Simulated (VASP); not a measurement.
Data:

```yaml
crystal:
  lattice:
    - [-1.80516, 1.80516, 4.02089]
    - [1.80516, -1.80516, 4.02089]
    - [1.80516, 1.80516, -4.02089]
  atoms:
    - { symbol: Ga, position: [0.50000, 0.50000, 0.00000] }
    - { symbol: Ga, position: [0.75000, 0.25000, 0.50000] }
    - { symbol: Ga, position: [0.25000, 0.75000, 0.50000] }
    - { symbol: Cu, position: [0.00000, 0.00000, 0.00000] }
```

Level of theory: PBE GGA, VASP's PBE PAW potentials (set 64) (plane waves; VASP). Run with 300 eV cut-off, 7×7×7 Γ-centred mesh, Gaussian smearing of 0.20 eV, potentials Ga_d Cu.

At this cut-off the stress carries a Pulay error, which pulls relaxed volumes low.

Question: Predict the energy per atom (σ→0), pressure, band gap (on the k-mesh) with the smallest direct gap where there is one.

Answer: 
```
Property                                                     Value
------------------------  ----------------------------------------
band gap (on the k-mesh)  none (metal, semimetal or under 0.01 eV)
energy per atom (σ→0)                               -2.823 eV/atom
pressure                                                 25.88 GPa
```

The structure was generated: Ga3Cu was put into an ordered model structure, which need not be its known phase. The cell was not relaxed at this level. The k-mesh is coarse (spacing up to 0.35 per Å, 2π included), so the numbers may not be converged in it.
